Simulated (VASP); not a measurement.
Given:

```
CELL_PARAMETERS angstrom
      0.00000     3.06191     3.06191
      3.06191     0.00000     3.06191
      3.06191     3.06191     0.00000
ATOMIC_POSITIONS crystal
  In 0.00000 0.00000 0.00000
  As 0.25000 0.25000 0.25000
```

Level of theory: PW91 GGA, VASP's PBE PAW potentials (set 64) (plane waves; VASP). Numerical set-up: 520 eV cut-off, 10×10×10 Γ-centred mesh, first-order Methfessel-Paxton smearing of 0.10 eV, potentials In_d As.

Unless said otherwise, spin-orbit coupling is left out, though it shifts the bands of the heavy elements here.

### Question
Estimate the energy per atom (σ→0), pressure, band gap (on the k-mesh) with the smallest direct gap where there is one.

### Answer

```json
{
  "band gap (on the k-mesh)": "none (metal, semimetal or under 0.01 eV)",
  "energy per atom (σ→0)": "-3.886 eV/atom",
  "pressure": "1.59 GPa"
}
```

The compound is InAs in the zinc blende structure. This cell is one point of a volume scan, at 0.97 of the reference volume.
